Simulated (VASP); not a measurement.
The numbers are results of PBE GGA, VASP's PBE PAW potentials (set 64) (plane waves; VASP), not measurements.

Input for VASP

### INCAR
```
GGA=PE   # PBE
SYSTEM=RuAu3
LCHARG=.FALSE.
LASPH=.TRUE.
LWAVE=.FALSE.
NELM=100
LREAL=.FALSE.   # projection in real space or not
ALGO=Normal   # blocked Davidson
SIGMA=0.05
ISIF=2   # forces and stress, cell fixed
PREC=Accurate
EDIFF=1E-6
LMAXMIX=6   # l cut-off of mixed one-centre charges
ISMEAR=-1   # Fermi-Dirac
ENCUT=300
```

**POSCAR**
```
RuAu3
4.8774940
  0.0000000000   0.7071067643   0.7071067643
  0.7071067643   0.0000000000   0.7071067643
  0.7071067643   0.7071067643   0.0000000000
Ru Au
1 3
Direct
  0.0000000000   0.0000000000   0.0000000000
  0.5000000000   0.5000000000   0.5000000000
  0.2500000000   0.2500000000   0.2500000000
  0.7500000000   0.7500000000   0.7500000000
```

### KPOINTS
```
Regular mesh
0
Gamma
 6 6 6
0 0 0
```

POTCAR, in this order: Ru_pv Au (PBE.64 set). Program: vasp_std.

Q: What will the output report for the number of irreducible k-points (NKPTS), largest plane-wave count, number of space-group operations, FFT grid (NGX, NGY, NGZ)?

A: 
The number of irreducible k-points (NKPTS) is 16 and the largest plane-wave count is 982. The number of space-group operations is 48. The FFT grid (NGX, NGY, NGZ) is 28 × 28 × 28.

The structure was generated: RuAu3 was put into an ordered model structure, which need not be its known phase. The cell was not relaxed at this level. The electron count is odd and the run is not spin-polarised, which forces a metal.
